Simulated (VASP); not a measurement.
VASP input:

INCAR:
```
SYSTEM = Ru
PREC = Accurate; ENCUT = 500; LREAL = .FALSE.
LASPH = .TRUE.
EDIFF = 1E-6; NELM = 100; ALGO = Normal
LMAXMIX = 4
ISMEAR = 1; SIGMA = 0.1
GGA = PS
IBRION = 2; NSW = 40; ISIF = 3
EDIFFG = -0.02; PSTRESS = 100
LWAVE = .FALSE.; LCHARG = .FALSE.
```

**POSCAR**
```
Ru
1
    1.3396041845    -2.3202626641    -0.0000000000
    1.3396041845     2.3202626641     0.0000000000
    0.0000000000     0.0000000000     4.2238362985
Ru
2
Direct
  0.3333330000   0.6666670000   0.2500000000
  0.6666670000   0.3333330000   0.7500000000
```

**KPOINTS**
```
Automatic mesh
0
Gamma
16 16 9
0 0 0
```

POTCAR, in this order: Ru_pv (PBE.64 set). Program: vasp_std.

Write an equivalent input for Quantum ESPRESSO's pw.x.

One equivalent input (not run):
```
&CONTROL
  calculation = 'vc-relax'
  pseudo_dir = './pseudo'
  outdir = './out'
  tprnfor = .true.
  tstress = .true.
  nstep = 40
  forc_conv_thr = 0.00078
/
&SYSTEM
  ibrav = 0
  nat = 2
  ntyp = 1
  ecutwfc = 84
  occupations = 'smearing'
  smearing = 'methfessel-paxton'
  degauss = 0.00735
  input_dft = 'pbesol'
/
&ELECTRONS
  conv_thr = 7.3e-08
  electron_maxstep = 100
/
&IONS
/
&CELL
  press = 100
/
ATOMIC_SPECIES
  Ru 101.070 Ru.upf
CELL_PARAMETERS angstrom
     1.3396042   -2.3202627   -0.0000000
     1.3396042    2.3202627    0.0000000
     0.0000000    0.0000000    4.2238363
ATOMIC_POSITIONS crystal
  Ru   0.3333330  0.6666670  0.2500000
  Ru   0.6666670  0.3333330  0.7500000
K_POINTS automatic
  16 16 9 0 0 0
```
What does not carry over: the potentials are each code's own (VASP's PAW set, PseudoDojo norm-conserving files in pw.x), so ENCUT and ecutwfc are chosen apart and not converted; conv_thr bounds pw.x's estimated SCF error, while EDIFF bounds the energy change between steps; forc_conv_thr acts on force components and is met together with etot_conv_thr.

The compound is Ru in the hcp structure. This run relaxes it under an external pressure of 10 GPa. Symmetry was kept, so distortions that lower it aren't found.
